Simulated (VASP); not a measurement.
A convergence study with VASP on HfS$_{2}$ (1T layered): a few settings are varied, all else stays as given below, so the limit is that of these other settings.

```
HfS2
1.0
    1.81500    -3.14367     0.00000
    1.81500     3.14367     0.00000
    0.00000     0.00000     5.85000
Hf S
1 2
Direct
  0.00000   0.00000   0.00000
  0.33333   0.66667   0.25000
  0.66667   0.33333   0.75000
```

All values below come from PBE GGA, VASP's PBE PAW potentials (set 64) (plane waves; VASP 6.6.1). The last row used: 550 eV cut-off, 14×14×7 Γ-centred mesh, second-order Methfessel-Paxton smearing of 0.40 eV, potentials Hf_pv S.

```csv
setting,E (eV/atom),pressure (GPa),irreducible k-points
"ISMEAR = -1, SIGMA = 0.01, 4×4×2 mesh",-7.6003,0.66,8
"ISMEAR = -1, SIGMA = 0.1, 4×4×2 mesh",…,…,8
"ISMEAR = 0, SIGMA = 0.01, 4×4×2 mesh",-7.6003,0.66,8
"ISMEAR = 0, SIGMA = 0.2, 4×4×2 mesh",-7.6003,0.66,8
"ISMEAR = 1, SIGMA = 0.05, 4×4×2 mesh",-7.6003,0.66,8
"ISMEAR = 1, SIGMA = 0.2, 4×4×2 mesh",-7.6002,0.66,8
"ISMEAR = 2, SIGMA = 0.05, 4×4×2 mesh",-7.6003,0.66,8
"ISMEAR = 2, SIGMA = 0.2, 4×4×2 mesh",-7.6002,0.66,8
"ISMEAR = -1, SIGMA = 0.01, 8×8×4 mesh",-7.6274,0.23,35
"ISMEAR = -1, SIGMA = 0.2, 8×8×4 mesh",…,0.22,35
"ISMEAR = 0, SIGMA = 0.01, 8×8×4 mesh",-7.6274,0.23,35
"ISMEAR = 0, SIGMA = 0.4, 8×8×4 mesh",-7.6269,0.22,35
"ISMEAR = 1, SIGMA = 0.05, 8×8×4 mesh",-7.6274,0.23,35
"ISMEAR = 1, SIGMA = 0.4, 8×8×4 mesh",-7.6275,0.22,35
"ISMEAR = 2, SIGMA = 0.05, 8×8×4 mesh",-7.6274,0.23,35
"ISMEAR = 2, SIGMA = 0.4, 8×8×4 mesh",-7.6272,0.23,35
"ISMEAR = -1, SIGMA = 0.05, 14×14×7 mesh",-7.6280,0.21,144
"ISMEAR = -1, SIGMA = 0.2, 14×14×7 mesh",-7.6258,0.20,144
"ISMEAR = 0, SIGMA = 0.1, 14×14×7 mesh",-7.6280,0.21,144
"ISMEAR = 0, SIGMA = 0.4, 14×14×7 mesh",-7.6276,0.21,144
"ISMEAR = 1, SIGMA = 0.1, 14×14×7 mesh",-7.6280,0.21,144
"ISMEAR = 1, SIGMA = 0.4, 14×14×7 mesh",-7.6280,0.20,144
"ISMEAR = 2, SIGMA = 0.1, 14×14×7 mesh",-7.6280,0.21,144
"ISMEAR = 2, SIGMA = 0.4, 14×14×7 mesh",-7.6279,0.21,144
```

Question: Some entries are withheld; supply them.

Answer: 
- ISMEAR = -1, SIGMA = 0.1, 4×4×2 mesh, E (eV/atom): -7.6001
- ISMEAR = -1, SIGMA = 0.1, 4×4×2 mesh, pressure (GPa): 0.65
- ISMEAR = -1, SIGMA = 0.2, 8×8×4 mesh, E (eV/atom): -7.6251

Left out are rungs that failed or repeat a setting and relaxations that didn't move; long series are thinned to 24 rows.

The compound is HfS2 in the 1T layered structure. The cell was not relaxed at this level.
